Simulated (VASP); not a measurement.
Output of a VASP run:

File OSZICAR:
```
       N       E                     dE             d eps       ncg     rms          rms(c)
DAV:   1     0.318838299134E+03    0.31884E+03   -0.17268E+04  3128   0.181E+03
DAV:   2     0.198969145695E+02   -0.29894E+03   -0.29492E+03  3191   0.421E+02
DAV:   3    -0.147177068446E+02   -0.34615E+02   -0.34049E+02  4049   0.153E+02
DAV:   4    -0.159694287363E+02   -0.12517E+01   -0.12502E+01  3583   0.314E+01
DAV:   5    -0.160148388197E+02   -0.45410E-01   -0.45404E-01  4704   0.573E+00    0.632E+00
DAV:   6    -0.155856288435E+02    0.42921E+00   -0.10201E+00  4359   0.181E+01    0.372E+00
DAV:   7    -0.155563979314E+02    0.29231E-01   -0.35391E-01  4948   0.560E+00    0.109E+00
DAV:   8    -0.155526283021E+02    0.37696E-02   -0.45502E-02  4695   0.263E+00    0.563E-01
DAV:   9    -0.155523833196E+02    0.24498E-03   -0.45472E-03  4694   0.775E-01    0.171E-01
DAV:  10    -0.155523747328E+02    0.85868E-05   -0.44014E-04  4042   0.183E-01    0.897E-02
DAV:  11    -0.155523827131E+02   -0.79804E-05   -0.12866E-04  4736   0.143E-01    0.216E-02
DAV:  12    -0.155523796845E+02    0.30286E-05   -0.16573E-05  4343   0.436E-02    0.142E-02
DAV:  13    -0.155523798441E+02   -0.15960E-06   -0.28768E-06  4896   0.112E-02    0.433E-03
DAV:  14    -0.155523797710E+02    0.73062E-07   -0.54523E-07  3363   0.109E-02
   1 F= -.15552380E+02 E0= -.15552380E+02  d E =-.290558E-15
```

### OUTCAR
```
------------------------ aborting loop because EDIFF is reached ----------------------------------------
  FORCE on cell =-STRESS in cart. coord.  units (eV):
  Direction    XX          YY          ZZ          XY          YZ          ZX
  --------------------------------------------------------------------------------------
  Total        0.0578877     -0.0022186      0.0143293      0.0000000      0.0000000     -0.0053842
  in kB        0.8992298     -0.0344637      0.2225923      0.0000000      0.0000000     -0.0836383
  external PRESSURE =       0.3624528 kB  Pullay stress =       0.0000000 kB
  volume of cell :      103.14
      direct lattice vectors                 reciprocal lattice vectors
     5.872435483 -2.059332305  0.090324933     0.084632399 -0.242797143  0.033232208
     5.872435483  2.059332305  0.090324933     0.084632399  0.242797143  0.033232208
    -1.664404144  0.000000000  4.238734782    -0.003606933  0.000000000  0.234503138
 POSITION                                       TOTAL-FORCE (eV/Angst)
 -----------------------------------------------------------------------------------
     -0.27461      0.00000      4.13798        -0.004053      0.000000      0.000855
     10.35507      0.00000      0.28141         0.004053      0.000000     -0.000855
      3.45180      0.00000      1.59994         0.004118      0.000000      0.008484
      6.62867      0.00000      2.81945        -0.004118      0.000000     -0.008484
 -----------------------------------------------------------------------------------
    total drift:                               -0.000000     -0.000000      0.000000
  FREE ENERGIE OF THE ION-ELECTRON SYSTEM (eV)
  ---------------------------------------------------
  free  energy   TOTEN  =       -15.5523797710 eV

  energy  without entropy=      -15.5523797710  energy(sigma->0) =      -15.55237977
```
(Selected blocks of OUTCAR.)

File POSCAR:
```
InSe
1
    5.8724354831    -2.0593323049     0.0903249329
    5.8724354831     2.0593323049     0.0903249329
   -1.6644041436     0.0000000000     4.2387347816
In Se
2 2
Direct
  0.1142735647   0.1142735647   0.9713590773
  0.8857264353   0.8857264353   0.0286409227
  0.3453037199   0.3453037199   0.3627403028
  0.6546962801   0.6546962801   0.6372596972
```

Reconstruct the remaining input files.

One answer among several that fit: the input of the run itself, PBEsol GGA, plane waves, VASP's PBE PAW potentials (set 64).

INCAR:
```
SIGMA  =  0.05   ! width (eV)
ISIF  =  2   ! forces and stress, cell fixed
ALGO  =  Normal
LMAXMIX  =  4   ! l cut-off of mixed one-centre charges
EDIFF  =  1E-7
ENCUT  =  480   ! plane-wave cut-off (eV)
NELM  =  100   ! most electronic steps
PREC  =  Accurate
LREAL  =  .False.
LCHARG  =  .False.
ISMEAR  =  0   ! Gaussian
GGA  =  PS   ! PBEsol
LASPH  =  .True.   ! aspherical one-centre terms
LWAVE  =  .False.
SYSTEM  =  InSe
```

### KPOINTS
```
kpoints
0
Gamma
6 6 6
```

POTCAR, in this order: In_d Se (PBE.64 set). Program: vasp_std.

Without a dispersion term in the relaxation, distances and binding between the weakly bound layers, chains or molecules are unreliable, and so is what depends on them.

The structure comes from a computed database's InSe entry (C2/m); how it stands against other phases isn't given here. It was relaxed first, which changed the volume by -10 %.
